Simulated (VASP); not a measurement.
Runs of VASP 6.6.1 on SrTiO3 (Tausonite). It takes space group Pm-3m (No. 221, cubic). Conventional cell: a = 3.905 Å, b = 3.905 Å, c = 3.905 Å, α = 90.00°, β = 90.00°, γ = 90.00°. Sr (site symmetry m-3m) has 12 O at 2.76 Å as nearest neighbours. Around Ti (site symmetry m-3m) lie 6 O at 1.95 Å. Around O (site symmetry 4/mmm) lie 2 Ti at 1.95 Å. 

```csv
level,potentials or basis,gap on the mesh (eV),pressure (GPa),relaxed volume (Å³/atom)
PBE+D3(BJ),"VASP PAW PBE potentials, release 64 (Sr_sv, Ti_sv, O)",1.85,0.0,11.99
RPBE,"VASP PAW PBE potentials, release 64 (Sr_sv, Ti_sv, O)",1.80,0.0,12.57
r2SCAN,"VASP PAW PBE potentials, release 64 (Sr_sv, Ti_sv, O)",2.27,0.0,(c)
PBEsol,"VASP PAW PBE potentials, release 64 (Sr_sv, Ti_sv, O)",(a),0.0,11.82
PBE,"VASP PAW PBE potentials, release 64 (Sr_sv, Ti_sv, O)",1.81,0.0,12.23
LDA,"VASP PAW LDA potentials, release 64 (Sr_sv, Ti_sv, O)",1.81,-0.1,(b)
AM05,"VASP PAW PBE potentials, release 64 (Sr_sv, Ti_sv, O)",1.81,0.0,11.86
```

Alike in all rows: task relaxation of cell and atoms; no spin polarisation; cell relaxed; k mesh 8 × 8 × 8; cutoff (eV) 600; smearing gaussian 0.03 eV.

**Question.** Fill in the values left out.

**Answer.** (a) 1.82; (b) 11.50; (c) 11.98.

Caveats: the PAW data sets were made with another functional, which shifts forces and pressure a little (some runs).

A k mesh can miss the band edges, and the runs leave out spin-orbit coupling on Sr.

Not every run made on this cell is shown here.
